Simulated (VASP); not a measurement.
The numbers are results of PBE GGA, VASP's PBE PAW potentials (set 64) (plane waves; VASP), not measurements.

VASP ran on this input.

**KPOINTS**
```
kpoints
0
gamma
1 1 1
0 0 0
```

**INCAR**
```
SYSTEM = Zn32NS31
PREC = Normal
ENCUT = 400
EDIFF = 1E-5
NELM = 100
ALGO = Fast
LREAL = Auto
LASPH = .TRUE.
ISMEAR = 0
SIGMA = 0.05
GGA = PE
LMAXMIX = 4
LWAVE = .FALSE.
LCHARG = .FALSE.
NELMIN = 4
ISYM = 0
NELECT = 576.0
IBRION = 2
ISIF = 2
NSW = 60
EDIFFG = -0.03
```

POSCAR:
```
Zn32NS31
1.0
 10.8925962364   0.0000000000   0.0000000000
  0.0000000000  10.8925962364   0.0000000000
  0.0000000000   0.0000000000  10.8925962364
Zn S N
32 31 1
Cart
  5.4462981182   0.0000000000   0.0000000000
  8.1694471773   2.7231490591   0.0000000000
  8.1694471773   0.0000000000   2.7231490591
  0.0000000000   0.0000000000   0.0000000000
  2.7231490591   2.7231490591   0.0000000000
  5.4462981182   5.4462981182   0.0000000000
  8.1694471773   8.1694471773   0.0000000000
  2.7231490591   0.0000000000   2.7231490591
  5.3968130535   2.7628634650   2.7084767320
  8.1641533755   5.4874176690   2.7374728232
  5.4462981182   0.0000000000   5.4462981182
  8.1721485412   2.6974752098   5.3988281838
  8.1694471773   0.0000000000   8.1694471773
  0.0000000000   5.4462981182   0.0000000000
  2.7231490591   8.1694471773   0.0000000000
  0.0000000000   2.7231490591   2.7231490591
  2.7231490591   5.4462981182   2.7231490591
  5.4462981182   8.1694471773   2.7231490591
  0.0000000000   0.0000000000   5.4462981182
  2.7231490591   2.7231490591   5.4462981182
  5.4045359042   5.4551102286   5.4691507851
  8.1694471773   8.1694471773   5.4462981182
  2.7231490591   0.0000000000   8.1694471773
  5.4462981182   2.7231490591   8.1694471773
  8.1694471773   5.4462981182   8.1694471773
  0.0000000000   8.1694471773   2.7231490591
  0.0000000000   5.4462981182   5.4462981182
  2.7231490591   8.1694471773   5.4462981182
  0.0000000000   2.7231490591   8.1694471773
  2.7231490591   5.4462981182   8.1694471773
  5.4462981182   8.1694471773   8.1694471773
  0.0000000000   8.1694471773   8.1694471773
  6.8078726477   1.3615745295   1.3615745295
  9.5310217068   4.0847235887   1.3615745295
  9.5310217068   1.3615745295   4.0847235887
  1.3615745295   1.3615745295   1.3615745295
  4.0847235887   4.0847235887   1.3615745295
  6.8078726477   6.8078726477   1.3615745295
  9.5310217068   9.5310217068   1.3615745295
  4.0847235887   1.3615745295   4.0847235887
  9.5310217068   6.8078726477   4.0847235887
  6.8078726477   1.3615745295   6.8078726477
  9.5310217068   4.0847235887   6.8078726477
  9.5310217068   1.3615745295   9.5310217068
  1.3615745295   6.8078726477   1.3615745295
  4.0847235887   9.5310217068   1.3615745295
  1.3615745295   4.0847235887   4.0847235887
  4.0847235887   6.8078726477   4.0847235887
  6.8078726477   9.5310217068   4.0847235887
  1.3615745295   1.3615745295   6.8078726477
  4.0847235887   4.0847235887   6.8078726477
  6.8078726477   6.8078726477   6.8078726477
  9.5310217068   9.5310217068   6.8078726477
  4.0847235887   1.3615745295   9.5310217068
  6.8078726477   4.0847235887   9.5310217068
  9.5310217068   6.8078726477   9.5310217068
  1.3615745295   9.5310217068   4.0847235887
  1.3615745295   6.8078726477   6.8078726477
  4.0847235887   9.5310217068   6.8078726477
  1.3615745295   4.0847235887   9.5310217068
  4.0847235887   6.8078726477   9.5310217068
  6.8078726477   9.5310217068   9.5310217068
  1.3615745295   9.5310217068   9.5310217068
  6.8508657251   4.0747024001   4.0815429505
```

POTCAR, in this order: Zn S N (PBE.64 set). Program: vasp_gam.

The cell is charged, with a uniform compensating background. The supercell is sampled at Γ alone, which is coarse: total energies, pressure and levels can be off, energies of defects by several tenths of an eV.

Question: What does the run give for the energy per atom (σ→0)?

Answer: 
- energy per atom (σ→0): -3.387 eV/atom

File OSZICAR:
```
...
DAV:   1    -0.216739694456E+03   -0.31969E-03   -0.11316E+00   716   0.175E+00    0.488E-01
RMM:   2    -0.216742754820E+03   -0.30604E-02   -0.34397E-02   690   0.364E-01    0.151E-01
RMM:   3    -0.216743214758E+03   -0.45994E-03   -0.60334E-03   695   0.154E-01    0.117E-01
RMM:   4    -0.216743240449E+03   -0.25691E-04   -0.11786E-03   707   0.804E-02    0.959E-02
RMM:   5    -0.216743205096E+03    0.35353E-04   -0.34097E-04   687   0.441E-02    0.287E-02
RMM:   6    -0.216743217569E+03   -0.12473E-04   -0.11330E-04   640   0.197E-02    0.173E-02
RMM:   7    -0.216743215124E+03    0.24450E-05   -0.20824E-05   428   0.921E-03
  11 F= -.21674322E+03 E0= -.21674322E+03  d E =-.384158E-02
```

The cell is a supercell with a defect, built from ZnS (zinc blende): N_S, charge -1. The run is not spin-polarised, so no state with unpaired spins was tried.
